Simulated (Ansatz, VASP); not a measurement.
# ZrTa (ZrTa in the B2 ordering): VASP beside Ansatz, part 2 of 2

Wanted: the spread between two codes on one cell, functional and k mesh. The cell is generated by rule, not measured, and may not be a known phase. The cell is taken from a series of runs on this material, whose earlier steps may have relaxed, scaled, displaced or heated it; both programs get it as it stands.

VASP 6.6.1 and Ansatz 0.2.0.

So far: Starting point; VASP: zone-centre phonons, PBEsol.

The structure was built from a prototype and need not be the compound's stable phase.

### 3. Ansatz: zone-centre phonons, PBEsol

Level of this step: Ansatz beside VASP: Kohn-Sham DFT, plane waves, PBEsol (Ansatz).

Ansatz runs on its default PAW (the set named soft_2) files.

The same cell, functional, mesh and smearing now go to Ansatz, which takes its cutoff from its data sets.

The input, input.yaml:

```yaml
crystal:
  lattice:
    - [3.3964027573, 0.0, 0.0]
    - [0.0, 3.3964027573, 0.0]
    - [0.0, 0.0, 3.3964027573]
  atoms:
    - { symbol: Ta, position: [0.0, 0.0, 0.0] }
    - { symbol: Zr, position: [0.5, 0.5, 0.5] }
kpoints:
  mp_grid: { grid: [5, 5, 5] }
hamiltonian:
  xc: pbesol
scf:
  occupations: { method: methfessel_paxton, width: 0.2 }
output:
  eigenvalues: true
phonons:
  method: dfpt
  qmesh: [1, 1, 1]
  temperatures: { t_max: 1000, t_step: 50 }
  qpath:
    path:
      - [[0.0, 0.0, 0.0], [0.0, 0.5, 0.0], [0.5, 0.5, 0.0], [0.0, 0.0, 0.0], [0.5, 0.5, 0.5], [0.0, 0.5, 0.0]]
      - [[0.5, 0.5, 0.5], [0.5, 0.5, 0.0]]
    npoints: 10
```

The run is started by

```sh
> ansatz run input.yaml --threads 4 --pin off --max-ram 8192MiB --backend cpu --events-out ev --progress --plain --runs-dir out
```

Numbers of over 12 decimals in the logs are rounded to 6 here.

What it wrote:

```text
Engine: ansatz 0.2.0, aarch64-unknown-linux-gnu
Pseudopotentials: kind: paw
Pseudopotential: Ta, paw, valence charge 13, recommended cutoff 420 eV (normal), Ta.paw.azcp
Pseudopotential: Zr, paw, valence charge 12, recommended cutoff 420 eV (normal), Zr.paw.azcp
Functional definition: PBEsol
  exchange = pbesol_x
  correlation = pbesol_c
Crystal: 2 atoms, lattice volume = 39.179 Å³
Basis set: ecut = 420 eV, 751 PW (Γ), exchange–correlation on 48×48×48 points (8 copies of the dense FFT grid, shifted against one another)
Bands: 17, of which v1, the nominal top of the filled ones, is band 13 counted from 1 (12 counted from 0)
Symmetry: 48 space group operations
k-points: 18 of 125 (irreducible under 8 space group operations, time reversal used)
Non-local potential: Ta, projectors of the file, l = 0: 3, l = 1: 2, l = 2: 2, l = 3: 1
Non-local potential: Zr, projectors of the file, l = 0: 3, l = 1: 2, l = 2: 2, l = 3: 2
PAW form: soft (Blöchl's): semilocal exchange-correlation on the pseudo side does not see the compensation charge
PAW frozen core: Ta, regenerated for the run's functional, and the local potential with it (the file was generated under x = pbe(κ = 0.804, μ = 0.219515), c = pbe(β = 0.066725))
PAW frozen core: Zr, regenerated for the run's functional, and the local potential with it (the file was generated under x = pbe(κ = 0.804, μ = 0.219515), c = pbe(β = 0.066725))
PAW one-centre angular grid: Ta, 590 points (default); XC on 64 Gauss nodes
PAW one-centre angular grid: Zr, 590 points (default); XC on 64 Gauss nodes
Initial density: superposition of atomic densities (neutral atoms: chi_scale 0, normalization atom), corrected by the library's trained network
Initial wavefunctions: pseudopotential atomic-orbital guess
Functional: x = pbesol(κ = 0.804, μ = 0.123457), c = pbesol(β = 0.046)
SCF iter   1: F=—  HF=-13934.734101 eV  |F-HF|=—  |Δ(HF+E_count)|=         —  Δρ=5.91e-3  dr2=1.38e-2  ethr=1.77e-3  ⟨swp⟩=5.0  Hψ=1304  notcnv=0
preconditioner: auto → none  [metal: Δε(μ)=0.119 eV  Ē_g=4.421 eV  σ=0.200 eV  W_gap=0.48  n_scr=6 (ndim 8)  ℏωp=17.8 eV  f_vac=0.000  D(μ)=4.48/eV (n_scr^D=80)  sad-step TF]
SCF iter   2: F=—  HF=-13934.733273 eV  |F-HF|=—  |Δ(HF+E_count)|=   8.28e-4  S|Δr|=    0.00e0  Δρ=3.71e-3  dr2=6.84e-3  ethr=5.52e-5  ⟨swp⟩=1.5  Hψ=473  notcnv=0
SCF iter   3: F=—  HF=-13934.732016 eV  |F-HF|=—  |Δ(HF+E_count)|=   1.26e-3  S|Δr|=    0.00e0  Δρ=4.84e-4  dr2=6.02e-5  ethr=2.74e-5  ⟨swp⟩=1.9  Hψ=362  notcnv=0
SCF iter   4: F=—  HF=-13934.731993 eV  |F-HF|=—  |Δ(HF+E_count)|=   2.36e-5  S|Δr|=    0.00e0  Δρ=1.06e-4  dr2=1.37e-6  ethr=2.41e-7  ⟨swp⟩=2.0  Hψ=510  notcnv=0
SCF iter   5: F=—  HF=-13934.731996 eV  |F-HF|=—  |Δ(HF+E_count)|=   3.34e-6  S|Δr|=    0.00e0  Δρ=2.15e-5  dr2=4.24e-8  ethr=5.48e-9  ⟨swp⟩=2.6  Hψ=547  notcnv=0
SCF iter   6: F=—  HF=-13934.731996 eV  |F-HF|=—  |Δ(HF+E_count)|=   2.88e-8  S|Δr|=    0.00e0  Δρ=2.70e-6  dr2=3.56e-9  ethr=1.70e-10  ⟨swp⟩=1.1  Hψ=331  notcnv=0
SCF iter   7: F=—  HF=-13934.731996 eV  |F-HF|=—  |Δ(HF+E_count)|=  4.13e-10  S|Δr|=    0.00e0  Δρ=6.63e-7  dr2=7.22e-11  ethr=1.42e-11  ⟨swp⟩=1.9  Hψ=365  notcnv=0
SCF iter   8: F=-13934.731996 eV  HF=-13934.731996 eV  |F-HF|=3.64e-12  |Δ(HF+E_count)|=  4.37e-11  S|Δr|=    0.00e0  Δρ=3.42e-8  dr2=1.57e-13  ethr=1.00e-12  ⟨swp⟩=5.4  Hψ=1254  notcnv=0
SCF 1 converged in 8 iterations: F = -13934.731996 eV  dr2 = 1.57e-13
  greatest PAW one-centre occupation: 1.000 electrons in one spin orbital (limit 2), on the Ta atom at site 0 (counted from 0), in its partial waves of l = 0
phonons: the bands overlap, so this run is a metal and interpolates without the dipole-dipole term. If the crystal is really an insulator or semiconductor, its LO-TO splitting is missing
DFPT response loops at Γ: preconditioner auto → Kerker (q_TF=auto, 2.531 Å⁻¹) (partly filled bands, converged f_vac=0.000); β = 1.00, the filter's whole step (`scf.mixing.beta` (0.50) is not read by the response loops under this deck's `scf.mixing.preconditioner`; to damp them name `kerker` or `kerker_dos`, under which they read `scf.mixing.beta`, and type it under 1.00, their step now; both keys bind the ground state too); Broyden in place of MSR1
SCF converged after 8 iterations
Stability not checked: this state was not tested for a lower state beside it, because cold or Methfessel-Paxton smearing, or corrected tetrahedra, fill the levels in a way that the test cannot read (fill_not_monotonic; see scf.lower_state_search)
Free energy (F): -13934.731996 eV
Harris-Foulkes:  -13934.731996 eV  (|F-HF|=3.64e-12)
Internal energy: -13934.723778 eV  (E = F + TS)
E sigma→0 (E₀):  -13934.729942 eV
Entropy (-TS):   -0.008218 eV (-4.109 meV/atom)
Fermi energy:    16.669354 eV
--- Per-component energies (eV) ---
  E_band       = -186.462502
  E_kinetic    = 701.676922
  E_local      = -1150.211311  (includes V_loc(G=0)·N_el)
  E_nonlocal   = 100.359993
  E_hartree    = 376.666687
  E_xc         = -377.830863
  E_vxc        = -394.752639  (∫ρ·V_xc dr)
  E_paw        = -11172.799801  (= ΣΔE_a)
  E_vpaw       = -196.869018  (= ΣTr[D̂ρ^β])
  E_aug_tail   = 0.000173  (compensation charges beyond the density's cutoff)
  E_ewald      = -2412.964944
  E_core_change = 0.379367  (= ΣΔE_core)
  E_smearing   = -0.008218  (= −TS)
  E_closure    = 0.000000  (closes the sum)
  Σ components = -13934.731996   (vs F -13934.731996, Δ=0.00e0)
--- Band table (eV; the first three rows and the last of 18) ---
  k-point 0: bands = [... 9 lower, 13.3243, 13.3243, 17.6103, 17.6103, 17.6103, 20.6579, 20.6579, 23.2969]
  k-point 1: bands = [... 9 lower, 13.7605, 13.9132, 17.5169, 17.5169, 17.9790, 19.4093, 20.8834, 20.8834]
  k-point 2: bands = [... 9 lower, 14.4347, 15.0086, 17.1549, 17.6482, 17.6482, 18.8505, 18.8505, 18.9789]
  k-point 17: bands = [... 9 lower, 15.5299, 15.5299, 15.6975, 16.1281, 16.1281, 21.0082, 21.0082, 21.8901]
--- Phonons (Γ-DFPT): 2 representative perturbations + reference, on 18 of 125 k-points (Σ response iterations 6) ---
  k mesh reduced under 8 symmetry operations, with k and −k counted as one. Each operation leaves every solved perturbation unchanged. A smaller set is not used because it would not reduce the number of displacements times k-points to solve
  ASR residual: 3.297e-5 → 0.000e0 eV/Å²; symmetrization residual: 1.445e-5 eV/Å²
  ASR residual per site (eV/Å²): 3.30e-5 1.48e-5
  Γ frequencies (cm⁻¹): 0.00 0.00 0.00 167.31 167.31 167.31
--- Phonons (arbitrary-q DFPT): 1 irreducible q on the 1×1×1 mesh ---
  q = [0.0000, 0.0000, 0.0000] (star 1, of the zone-centre solve; hermiticity 4.63e-6, symmetrization 1.25e-14): -0.00 -0.00 -0.00 167.31 167.31 167.31
  sum rule: each row above includes the acoustic sum rule's correction from the zone centre's row sums; it moved no ω² by more than (0.22 cm⁻¹)²
  mesh force constants: q→R imaginary residual 0.00e0; ASR residual 3.297e-5 → 0.000e0 eV/Å²; symmetrization residual 5.329e-15 eV/Å²
  interpolated dispersion: 62 rows × 6 modes
  density of states and harmonic sums: on the 18×18×18 q-mesh, interpolated from the force constants of a 1×1×1 supercell (no non-analytic term)
  largest difference from the sums on the solved wave vectors: F 5.85e-1 eV, S 8.44e-4 and C_V 2.58e-4 eV/K
  zero-point energy: 0.042586 eV/cell   skipped modes (ω ≤ 0): 3   left out of the sums: 8.57e-5 of the cell's modes: C_V's classical limit lies that fraction below 3 k_B per atom; for a crystal, a wire or a layer, F and S can be off by more, and a phonons.interpolated_qmesh denser along its periods is the remedy for the sampling
```

In the SCF lines HF is the Harris–Foulkes energy and dr2 the Hartree energy of the density residual, in eV; the loop may stop once dr2 is under the threshold and the program's other checks hold. Hψ counts applications of the Hamiltonian.

### 4. Side by side

Known differences besides the potentials themselves: VASP's run holds the zone centre alone; the data sets hold 25 valence electrons in Ansatz (on its default PAW (the set named soft_2) files) and 23 in VASP; the cutoff is 420 eV in Ansatz and 500 eV in VASP; Ansatz makes its cores anew for this functional, VASP keeps those of its PBE data sets. Total energies have different zeros and are not compared.

The two programs side by side:

| quantity | Ansatz | VASP | difference |
| --- | --- | --- | --- |
| optical mode 1 to 3 (cm⁻¹) | 167.3 | 168.1 | -0.45 % |

Modes are paired by rising frequency, not by their patterns, so a pair may set unlike modes beside each other; they are those without the splitting of longitudinal modes.

### 5. Results

| Property | Result |
| --- | --- |
| r.m.s. difference of the optical zone-centre modes, each program's sorted by frequency (zone-centre phonons, PBEsol) | 0.75 cm⁻¹ |

In words: The r.m.s. difference of the optical zone-centre modes, each program's sorted by frequency is 0.75 cm⁻¹ (zone-centre phonons, PBEsol). The data sets hold unlike numbers of valence electrons (25 in Ansatz and 23 in VASP), so part of the differences comes from the potentials. 1 further run of this series is not shown here. Such differences can come from data sets, numerical settings and the points named under the comparisons, not from the functional's error against experiment.

[Lines on the potential files, build, host, timing and source positions are cut from VASP's logs without a mark.]

[Logs are printed without paths, hosts, clocks, repeated set-up lines and the standing remarks that a program may print on its own settings, such as how far it seeks lower states.]

[Hosts, paths, dates, database ids (printed as entryN), source tags and the programs' standing remarks are cut or masked in the printed files.]
